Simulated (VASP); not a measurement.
OSZICAR of a VASP run on Ga$_{2}$In$_{2}$P$_{4}$ (ordered alloy cell):

**OSZICAR**
```
       N       E                     dE             d eps       ncg     rms          rms(c)
DAV:   1     0.630013188343E+03    0.63001E+03   -0.28220E+04  1556   0.186E+03
DAV:   2     0.602060473333E+02   -0.56981E+03   -0.55789E+03  1639   0.499E+02
DAV:   3    -0.331348794118E+02   -0.93341E+02   -0.91280E+02  1781   0.192E+02
DAV:   4    -0.391315685061E+02   -0.59967E+01   -0.59537E+01  1997   0.470E+01
DAV:   5    -0.393460442117E+02   -0.21448E+00   -0.21416E+00  2464   0.922E+00    0.100E+01
DAV:   6    -0.380853860486E+02    0.12607E+01   -0.26667E+00  2208   0.189E+01    0.573E+00
DAV:   7    -0.379633228047E+02    0.12206E+00   -0.12161E+00  2272   0.548E+00    0.207E+00
DAV:   8    -0.379516887045E+02    0.11634E-01   -0.21838E-01  2135   0.469E+00    0.800E-01
DAV:   9    -0.379503701076E+02    0.13186E-02   -0.44361E-02  2224   0.291E+00    0.358E-01
DAV:  10    -0.379495186825E+02    0.85143E-03   -0.67415E-03  2281   0.865E-01    0.159E-01
DAV:  11    -0.379496777935E+02   -0.15911E-03   -0.16475E-03  2477   0.304E-01    0.945E-02
DAV:  12    -0.379496227686E+02    0.55025E-04   -0.66804E-04  2112   0.208E-01    0.787E-02
DAV:  13    -0.379496504979E+02   -0.27729E-04   -0.77650E-05  1788   0.544E-02    0.633E-02
DAV:  14    -0.379496331277E+02    0.17370E-04   -0.44837E-05  2058   0.325E-02    0.389E-03
DAV:  15    -0.379496332918E+02   -0.16410E-06   -0.47079E-06  1604   0.997E-03
   1 F= -.37949633E+02 E0= -.37949633E+02  d E =-.379496E+02
       N       E                     dE             d eps       ncg     rms          rms(c)
DAV:   1    -0.379520599373E+02   -0.24268E-02   -0.61939E-02  2071   0.164E+00    0.281E-01
DAV:   2    -0.379509742859E+02    0.10857E-02   -0.28470E-03  2022   0.637E-01    0.162E-01
DAV:   3    -0.379503911831E+02    0.58310E-03   -0.63873E-04  2325   0.284E-01    0.330E-02
DAV:   4    -0.379503886841E+02    0.24990E-05   -0.13581E-04  1659   0.928E-02    0.226E-02
DAV:   5    -0.379503876004E+02    0.10838E-05   -0.16713E-05  2045   0.395E-02    0.935E-03
DAV:   6    -0.379503876069E+02   -0.65584E-08   -0.18374E-06  1097   0.185E-02
   2 F= -.37950388E+02 E0= -.37950388E+02  d E =-.754315E-03
```

**Question.** Which electronic solver shows in the log?

**Answer.** It is blocked Davidson (ALGO = Normal, or the opening steps of other solvers). The INCAR had ALGO = Normal.

**Question.** Can the final energy be trusted as converged?

**Answer.** The calculation finished and met its thresholds. It stopped with EDIFF = 1E-6, NELM = 100, NSW = 60 and EDIFFG = -0.02 after 2 ionic steps (PBEsol GGA, plane waves, VASP's PBE PAW potentials (set 64)).

The structure was generated: Ga2In2P4 was put into an ordered model structure (P-4m2), which need not be its known phase. This run relaxes it. Symmetry was kept, so distortions that lower it aren't found. The start is the result of an earlier pass.
